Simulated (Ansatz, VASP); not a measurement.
## Nb2NO2: VASP beside Ansatz

One calculation is typed for both programs; each brings its own data sets. How far apart do they land? The structure shown is the end of the Ansatz relaxation below.

Method: plane waves, with VASP 6.6.1 beside it; single point at PBEsol, in Ansatz 0.2.0.

### 1. The starting structure

The cell holds 5 atoms: 1 N, 2 Nb and 2 O. Cell: a = 3.099 Å, b = 3.099 Å, c = 32.600 Å, α = 90.0°, β = 90.0°, γ = 120.0°. Vacuum lies along c.

As a file:

```cif
data_structure
_symmetry_space_group_name_H-M 'P 1'
_symmetry_Int_Tables_number 1
_cell_length_a 3.0994
_cell_length_b 3.0994
_cell_length_c 32.6000
_cell_angle_alpha 90.000
_cell_angle_beta 90.000
_cell_angle_gamma 120.000
_cell_volume 271.22
loop_
_atom_site_label
_atom_site_type_symbol
_atom_site_fract_x
_atom_site_fract_y
_atom_site_fract_z
_atom_site_occupancy
N1 N 0.00000 0.00000 0.30675 1
Nb2 Nb 0.33333 0.66667 0.34338 1
Nb3 Nb 0.66667 0.33333 0.27012 1
O4 O 0.66667 0.33333 0.37616 1
O5 O 0.33333 0.66667 0.23733 1
```

### 2. Ansatz: relaxation, PBEsol

Ansatz runs on its PAW soft_1 files.

This run makes the geometry at which the two programs are then compared.

Input file input.yaml:

```yaml
crystal:
  lattice:
    - [3.0977759094, 0.0, 0.0]
    - [-1.5488879547, 2.6827526328, 0.0]
    - [0.0, 0.0, 32.6]
  atoms:
    - { symbol: "N", position: [0.0, 0.0, 0.3067484663] }
    - { symbol: Nb, position: [0.3333333333, 0.6666666667, 0.3434259499] }
    - { symbol: Nb, position: [0.6666666667, 0.3333333333, 0.2700709826] }
    - { symbol: O, position: [0.6666666667, 0.3333333333, 0.376265808] }
    - { symbol: O, position: [0.3333333333, 0.6666666667, 0.2372311245] }
  periodic: [true, true, false]
kpoints:
  mp_grid: { grid: [15, 15, 1] }
hamiltonian:
  xc: pbesol
  pseudopotentials: { kind: paw, azcp: { folder: soft_1 }, xc_functional: pbe }
scf:
  occupations: { method: gaussian, width: 0.1 }
output:
  forces: true
  stress: true
  eigenvalues: true
  write_density: true
  write_potential: true
  elf: true
  volumetric_format: npy
relax:
  adjacent_minimum: "off"
  f_tol: 0.005
  max_steps: 80
  cell: { stress_2d_tol: 0.02 }
```

Launch:

```sh
$ ansatz run input.yaml --threads 4 --pin off --max-ram 16384MiB --backend cpu --events-out ev --progress --plain --runs-dir out
```

Numbers of over 12 decimals in the logs are rounded to 6 here.

Log:

```text
Engine: ansatz 0.2.0, aarch64-unknown-linux-gnu
Pseudopotentials: kind: paw
Pseudopotential: N, paw, valence charge 5, recommended cutoff 420 eV (normal), soft_1/N.paw.azcp
Pseudopotential: Nb, paw, valence charge 13, recommended cutoff 420 eV (normal), soft_1/Nb.paw.azcp
Pseudopotential: O, paw, valence charge 6, recommended cutoff 420 eV (normal), soft_1/O.paw.azcp
Functional definition: PBEsol
  exchange = pbesol_x
  correlation = pbesol_c
Crystal: 5 atoms, lattice volume = 270.924 Å³
Basis set: ecut = 420 eV, 5257 PW (Γ), exchange–correlation on 48×48×450 points (8 copies of the dense FFT grid, shifted against one another)
Bands: 27, of which v1, the nominal top of the filled ones, is band 22 counted from 1 (21 counted from 0)
Symmetry: 12 space group operations
Space group: P-3m1 (ITA 164), of the structure as read, at distance tolerance 6.5e-5 Å
k-points: 27 of 225
Non-local potential: N, projectors of the file, l = 0: 2, l = 1: 2, l = 2: 1
Non-local potential: Nb, projectors of the file, l = 0: 3, l = 1: 2, l = 2: 2, l = 3: 1
Non-local potential: O, projectors of the file, l = 0: 2, l = 1: 2, l = 2: 1
PAW form: soft (Blöchl's): semilocal exchange-correlation on the pseudo side does not see the compensation charge
PAW frozen core: N, regenerated for the run's functional, and the local potential with it (the file was generated under x = pbe(κ = 0.804, μ = 0.219515), c = pbe(β = 0.066725))
PAW frozen core: Nb, regenerated for the run's functional, and the local potential with it (the file was generated under x = pbe(κ = 0.804, μ = 0.219515), c = pbe(β = 0.066725))
PAW frozen core: O, regenerated for the run's functional, and the local potential with it (the file was generated under x = pbe(κ = 0.804, μ = 0.219515), c = pbe(β = 0.066725))
PAW one-centre angular grid: N, 110 points (default); XC on 64 Gauss nodes
PAW one-centre angular grid: Nb, 590 points (default); XC on 64 Gauss nodes
PAW one-centre angular grid: O, 110 points (default); XC on 64 Gauss nodes
Initial density: superposition of atomic densities (neutral atoms: chi_scale 0, normalization atom)
Initial wavefunctions: pseudopotential atomic-orbital guess
Functional: x = pbesol(κ = 0.804, μ = 0.123457), c = pbesol(β = 0.046)
SCF iter   1: F=—  HF=-10503.943777 eV  |F-HF|=—  |Δ(HF+E_count)|=         —  Δρ=9.55e-2  dr2=2.98e1  ethr=3.10e-3  ⟨swp⟩=12.5  Hψ=5552  notcnv=0
preconditioner: auto → LDOS  [metal: Δε(μ)=0.085 eV  Ē_g=12.492 eV  σ=0.100 eV  W_gap=0.45  n_scr=20 (ndim 8)  ℏωp=11.7 eV  f_vac=0.761  D(μ)=1.17/eV (n_scr^D=8)  β→1.0]
SCF iter   2: F=—  HF=-10506.224970 eV  |F-HF|=—  |Δ(HF+E_count)|=    2.28e0  Δρ=1.56e-1  dr2=7.39e1  ethr=3.10e-3  ⟨swp⟩=7.5  Hψ=3156  notcnv=0  defer=20  recentre
SCF iter   3: F=—  HF=-10496.338525 eV  |F-HF|=—  |Δ(HF+E_count)|=    9.89e0  Δρ=2.53e-2  dr2=2.47e0  ethr=3.10e-3  ⟨swp⟩=5.2  Hψ=2730  notcnv=0  defer=13
SCF iter   4: F=—  HF=-10495.748614 eV  |F-HF|=—  |Δ(HF+E_count)|=   5.90e-1  Δρ=4.69e-3  dr2=5.86e-2  ethr=3.10e-3  ⟨swp⟩=4.1  Hψ=1993  notcnv=0  defer=20
SCF iter   5: F=—  HF=-10495.737141 eV  |F-HF|=—  |Δ(HF+E_count)|=   1.15e-2  Δρ=1.55e-3  dr2=7.61e-3  ethr=1.36e-4  ⟨swp⟩=3.3  Hψ=1984  notcnv=0  defer=20
SCF iter   6: F=—  HF=-10495.735846 eV  |F-HF|=—  |Δ(HF+E_count)|=   1.30e-3  Δρ=3.66e-4  dr2=7.91e-4  ethr=1.77e-5  ⟨swp⟩=3.7  Hψ=1594  notcnv=0  defer=20
SCF iter   7: F=—  HF=-10495.735740 eV  |F-HF|=—  |Δ(HF+E_count)|=   1.06e-4  Δρ=6.81e-5  dr2=1.90e-5  ethr=1.84e-6  ⟨swp⟩=3.4  Hψ=1569  notcnv=0  defer=20
SCF iter   8: F=—  HF=-10495.735771 eV  |F-HF|=—  |Δ(HF+E_count)|=   3.10e-5  Δρ=2.68e-5  dr2=3.13e-6  ethr=4.42e-8  ⟨swp⟩=3.9  Hψ=1784  notcnv=0  defer=20
iter 9 did not close the SCF: its close was put off until two iterations running show no level that it waits for move by more than its bar (scf_convergence_deferred on its scf_iter line)
SCF iter   9: F=-10495.735770 eV  HF=-10495.735770 eV  |F-HF|=1.39e-7  |Δ(HF+E_count)|=   2.50e-7  Δρ=5.05e-6  dr2=5.28e-8  ethr=2.33e-10  ⟨swp⟩=27.0  Hψ=11001  notcnv=0
[...]
SCF 1 converged in 11 iterations: F = -10495.735770 eV  dr2 = 3.79e-10
  greatest PAW one-centre occupation: 0.998 electrons in one spin orbital (limit 2), on the Nb atom at site 2 (counted from 0), in its partial waves of l = 0
[...]
SCF iter   5: F=—  HF=-10495.735752 eV  |F-HF|=—  |Δ(HF+E_count)|=   6.42e-8  Δρ=1.48e-6  dr2=2.97e-9  ethr=2.69e-10  ⟨swp⟩=3.6  Hψ=1634  notcnv=0
SCF iter   6: F=—  HF=-10495.735752 eV  |F-HF|=—  |Δ(HF+E_count)|=   3.14e-8  Δρ=4.53e-7  dr2=3.98e-10  ethr=6.90e-12  ⟨swp⟩=3.7  Hψ=1832  notcnv=0
SCF iter   7: F=—  HF=-10495.735752 eV  |F-HF|=—  |Δ(HF+E_count)|=   1.47e-9  Δρ=9.02e-8  dr2=1.66e-11  ethr=1.00e-12  ⟨swp⟩=3.5  Hψ=1726  notcnv=0
SCF iter   8: F=-10495.735752 eV  HF=-10495.735752 eV  |F-HF|=2.36e-11  |Δ(HF+E_count)|=  9.64e-11  Δρ=2.72e-8  dr2=1.10e-12  ethr=1.00e-12  ⟨swp⟩=14.3  Hψ=5985  notcnv=0
SCF 3 converged in 8 iterations: F = -10495.735752 eV  dr2 = 1.10e-12
relax step   3: F+E_penalty+E_count = -10495.73575165 eV  Δ(F+E_penalty+E_count) = +1.879e-5 eV  max|allowed force component| = 4.195e-3 eV/Å  Δτ_max = 0.0034 Å  P = +0.012 N/m  Ω = 271.217 Å³  energy of the carried Pulay correction = -1.339e-4 eV  fix = [c, alpha, beta]  reactions: c +0.000 N/m  (8 SCF iters, accepted)
Initial wavefunctions: pseudopotential atomic-orbital guess (no wavefunctions were taken with the density)
iter 1 solved again at ethr=8.31e-8 eV; its pass at ethr=3.10e-3 eV (dr2=3.58e-5 eV) is discarded
SCF iter   1: F=—  HF=-10495.735860 eV  |F-HF|=—  |Δ(HF+E_count)|=         —  Δρ=3.59e-6  dr2=5.24e-9  ethr=8.31e-8  ⟨swp⟩=7.7  Hψ=10202  notcnv=0
eigensolver tolerance schedule: the retry pair's looser diagonalisation over-reported the residual by 6820.98 of it (diagonalisation noise at 0.22 of the residual, at the tolerance the schedule requests for it); recorded, not acted on — ethr = c·dr2/N_el stays at c = 1.0e-1
preconditioner: auto → LDOS  [metal: Δε(μ)=0.039 eV  Ē_g=9.861 eV  σ=0.100 eV  W_gap=0.21  n_scr=20 (ndim 8)  ℏωp=11.7 eV  f_vac=0.775  D(μ)=1.04/eV (n_scr^D=8)  β→1.0]
SCF iter   2: F=—  HF=-10495.735894 eV  |F-HF|=—  |Δ(HF+E_count)|=   3.36e-5  Δρ=1.44e-6  dr2=3.43e-9  ethr=1.22e-11  ⟨swp⟩=6.5  Hψ=3298  notcnv=0
SCF iter   3: F=—  HF=-10495.735894 eV  |F-HF|=—  |Δ(HF+E_count)|=  6.77e-10  Δρ=3.56e-7  dr2=2.40e-10  ethr=7.97e-12  ⟨swp⟩=3.0  Hψ=1333  notcnv=0
SCF iter   4: F=—  HF=-10495.735894 eV  |F-HF|=—  |Δ(HF+E_count)|=   1.26e-9  Δρ=1.27e-7  dr2=3.21e-11  ethr=1.00e-12  ⟨swp⟩=3.0  Hψ=1468  notcnv=0
SCF iter   5: F=-10495.735894 eV  HF=-10495.735894 eV  |F-HF|=2.18e-11  |Δ(HF+E_count)|=  4.18e-11  Δρ=1.91e-8  dr2=1.40e-12  ethr=1.00e-12  ⟨swp⟩=14.8  Hψ=6522  notcnv=0
SCF 4 converged in 5 iterations: F = -10495.735894 eV  dr2 = 1.40e-12
relax step   4: F+E_penalty+E_count = -10495.73589355 eV  Δ(F+E_penalty+E_count) = -1.419e-4 eV  max|allowed force component| = 4.190e-3 eV/Å  Δτ_max = 0.0000 Å  P = +0.016 N/m  Ω = 271.217 Å³  fix = [c, alpha, beta]  reactions: c +0.000 N/m  stress off target by 1.56e-2 N/m on what of the cell is left free  SCF on the basis re-selected at this cell (its energy is not comparable with the rows above)  (5 SCF iters)
basis re-selected at this cell: Δ(F+E_penalty+E_count) = -1.419e-4 eV, ΔP = +0.004 N/m vs the last step (what re-selecting the basis moved, of the pressure what is left beyond the Pulay correction that the steps carried, after the strain that the cell walked since its last selection, with what the two solves' SCF thresholds leave and, on support functions, any second-order correction that the steps lacked; it is no m [...]
WARN: The output density's exchange-correlation potential varies sharply where the density is thin. Do not read a vacuum level from v_tot or v_xc, or from such a field of the output density. On a cell that repeats whose density bears no net charge and no dipole along the vacuum's axis use v_es (v_loc + v_h of the components); under efield.dipole_correction with no amplitude use v_es + v_field, which holds any externa [...]
SCF converged after 5 iterations
Free energy (F): -10495.735894 eV
Harris-Foulkes:  -10495.735894 eV  (|F-HF|=2.18e-11)
Internal energy: -10495.730704 eV  (E = F + TS)
E sigma→0 (E₀):  -10495.733299 eV
Entropy (-TS):   -0.005190 eV (-1.038 meV/atom)
Fermi energy:    -5.669233 eV
--- Per-component energies (eV) ---
  E_band       = -1072.193384
  E_kinetic    = 1214.618234
  E_local      = -129255.417259  (includes V_loc(G=0)·N_el)
  E_nonlocal   = 328.036582
  E_hartree    = 63820.499308
  E_xc         = -531.706409
  E_vxc        = -659.393487  (∫ρ·V_xc dr)
  E_paw        = -6487.439346  (= ΣΔE_a)
  E_vpaw       = -341.038378  (= ΣTr[D̂ρ^β])
  E_aug_tail   = 0.002479  (compensation charges beyond the density's cutoff)
  E_ewald      = 60415.199615
  E_core_change = 0.476094  (= ΣΔE_core)
  E_smearing   = -0.005190  (= −TS)
  E_closure    = -0.000000  (closes the sum)
  Σ components = -10495.735894   (vs F -10495.735894, Δ=0.00e0)
--- Forces (eV/Å), atoms counted from 1 ---
  atom   1  N     -0.00000000     0.00000000     0.00000000
  atom   2  Nb    -0.00000000     0.00000000     0.00418962
  atom   3  Nb    -0.00000000    -0.00000000    -0.00418962
  atom   4  O      0.00000000     0.00000000    -0.00123779
  atom   5  O      0.00000000    -0.00000000     0.00123779
  max |Σ_I F_I| component: 2.17e-19 eV/Å
--- 2D stress c σ (N/m, compression-positive) ---
        0.015640       0.000000      -0.000000
       -0.000000       0.015640      -0.000000
       -0.000000      -0.000000       0.000000
  P = ½ c Tr σ = 0.0156 N/m
--- Band table (eV; the first three rows and the last of 27) ---
  k-point 0: bands = [... 18 lower, -9.0859, -9.0859, -6.9399, -6.9399, -5.8642, -4.6455, -4.6455, -3.6087, ... 1 higher]
  k-point 1: bands = [... 18 lower, -9.2578, -9.1707, -6.8595, -6.7281, -5.9312, -4.6040, -4.5222, -3.6005, ... 1 higher]
  k-point 2: bands = [... 18 lower, -9.5914, -8.9991, -6.9403, -6.2824, -5.8095, -4.4389, -4.3136, -3.5791, ... 1 higher]
  k-point 26: bands = [... 18 lower, -10.0635, -10.0635, -5.6721, -5.5592, -5.5592, -3.4674, -3.4674, -3.4414, ... 1 higher]
--- Relaxed structure (3 steps of the walk, 2 accepted, 1 SCFs on fresh bases) ---
  F+E_penalty+E_count = -10495.73589355 eV   max|allowed force component| = 4.190e-3 eV/Å   (the final SCF, on the basis selected at the relaxed cell)
  cell:  # Å, volume = 271.2172 Å³
    - [3.099449, 0.0, 0]
    - [-1.549725, 2.684202, 0]
    - [0, 0, 32.6]
  atoms:
    - { symbol: N, position: [0, 0.0, 0.30674846626] }
    - { symbol: Nb, position: [0.333333, 0.666667, 0.343378] }
    - { symbol: Nb, position: [0.666667, 0.333333, 0.270119] }
    - { symbol: O, position: [0.666667, 0.333333, 0.376162] }
    - { symbol: O, position: [0.333333, 0.666667, 0.237335] }
```

(Part 1 of 2 ends here.)

[Lines on the potential files, build, host, timing and source positions are cut from VASP's logs without a mark.]

[Logs are printed without paths, hosts, clocks, repeated set-up lines and the standing remarks that a program may print on its own settings, such as how far it seeks lower states.]

[Hosts, paths, dates, database ids (printed as entryN), source tags and the programs' standing remarks are cut or masked in the printed files.]
